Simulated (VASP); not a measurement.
Energy against volume of ZnS (wurtzite). Method: rev-vdW-DF2, VASP's PBE PAW potentials (set 64) (plane waves; VASP 6.6.1). Numerical set-up: 520 eV cut-off, 7×7×4 Γ-centred mesh, Gaussian smearing of 0.050 eV, potentials Zn S.

Shape and ions are relaxed at each volume.

```csv
V (Å³/atom),E (eV/atom)
19.243,-1.41412
19.839,-1.41850
20.434,-1.41476
21.029,-1.40416
```

Fit these four points and predict the energy of the run at 18.648 Å³/atom.

A cubic in V^(−2/3), the third-order Birch-Murnaghan form, passes through the four points with V0 = 19.85 Å³/atom and B0 = 72 GPa, and gives -1.4002 eV/atom there. The run gave -1.4002 eV/atom, -0.1 meV/atom from the fit; all five points give B0 = 72 GPa.

The compound is ZnS in the wurtzite structure, the high-temperature form. It was relaxed first.
